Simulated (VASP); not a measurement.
Input of a VASP 6.6.1 run:

INCAR

```
  PREC = Accurate
  ENCUT = 600
  EDIFF = 1E-7
  ISMEAR = 1
  SIGMA = 0.1
  LREAL = F
  LASPH = T
  NELM = 80
  ALGO = Normal
  ISIF = 3
  LWAVE = F
  LCHARG = F
  METAGGA = R2SCAN
  LMIXTAU = T
  IBRION = 2
  NSW = 90
  EDIFFG = -0.005
```

The input KPOINTS:

```
regular mesh
0
Gamma
  15 15 9
```

Contents of POSCAR:

```
Zr                                      
1.0
    3.2460023112      0.0000000000      0.0000000000
   -1.6230011556      2.8111204622      0.0000000000
   -0.0000000000      0.0000000000      5.1476576257
  Zr            
     2
Direct
     0.3333333332999970    0.6666666667000030    0.2500000000000000
     0.6666666667000030    0.3333333332999970    0.7500000000000000
```

Potentials or basis: VASP PAW PBE potentials, release 64 (Zr_sv).

Launch:

```sh
$ cat potpaw_PBE.64/Zr_sv/POTCAR > POTCAR
$ mpirun -np 1 vasp_std > vasp.out
```

Q: What does it give for the band gap on the k mesh?

A: None (metal or under the smearing width).

Final structure:
```xyz
2
Lattice="3.2467 0.0000 0.0000 -1.6234 2.8118 0.0000 0.0000 0.0000 5.1453" Properties=species:S:1:pos:R:3 pbc="T T T"
Zr    0.0000    1.8745    1.2863
Zr    1.6234    0.9373    3.8589
```
